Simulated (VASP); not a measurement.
A convergence study with VASP on Nb$_{3}$Sn (space group no. 223 when undisturbed): a few settings are varied, all else stays as given below, so the limit is that of these other settings. One atom is moved off its site, so that forces are finite.

```yaml
crystal:
  lattice:
    - [5.30587, 0.00000, 0.00000]
    - [0.00000, 5.30587, 0.00000]
    - [0.00000, 0.00000, 5.30587]
  atoms:
    - { symbol: Nb, position: [0.25942, 0.00000, 0.50000] }
    - { symbol: Nb, position: [0.50000, 0.25000, 0.00000] }
    - { symbol: Nb, position: [0.50000, 0.75000, 0.00000] }
    - { symbol: Nb, position: [0.75000, 0.00000, 0.50000] }
    - { symbol: Nb, position: [0.00000, 0.50000, 0.75000] }
    - { symbol: Nb, position: [0.00000, 0.50000, 0.25000] }
    - { symbol: Sn, position: [0.50000, 0.50000, 0.50000] }
    - { symbol: Sn, position: [0.00000, 0.00000, 0.00000] }
```

The numbers are results of PBE GGA, VASP's PBE PAW potentials (set 64) (plane waves; VASP 6.6.1), not measurements. The last row used: 300 eV cut-off, 10×10×10 Γ-centred mesh, first-order Methfessel-Paxton smearing of 0.010 eV, potentials Nb_sv Sn_d.

```csv
setting,E (eV/atom),pressure (GPa),largest force (eV/Å),irreducible k-points
SIGMA = 1.0,-8.8057,0.18,0.543,216
SIGMA = 0.5,-8.7915,0.30,0.438,216
SIGMA = 0.3,?,0.27,?,216
SIGMA = 0.2,-8.7868,0.27,0.285,216
SIGMA = 0.1,-8.7859,0.26,?,216
SIGMA = 0.05,-8.7859,0.26,0.148,216
SIGMA = 0.02,-8.7859,0.25,0.148,216
SIGMA = 0.01,-8.7859,0.25,0.147,216
```

**Question.** Some entries are withheld; supply them.

**Answer.** 
- SIGMA = 0.1, largest force (eV/Å): 0.185
- SIGMA = 0.3, E (eV/atom): -8.7884
- SIGMA = 0.3, largest force (eV/Å): 0.352

Left out are rungs that failed or repeat a setting and relaxations that didn't move; long series are thinned to 24 rows.

The structure is a typed Nb3Sn crystal (space group no. 223). The cell was not relaxed at this level, it is distorted from the ideal structure.
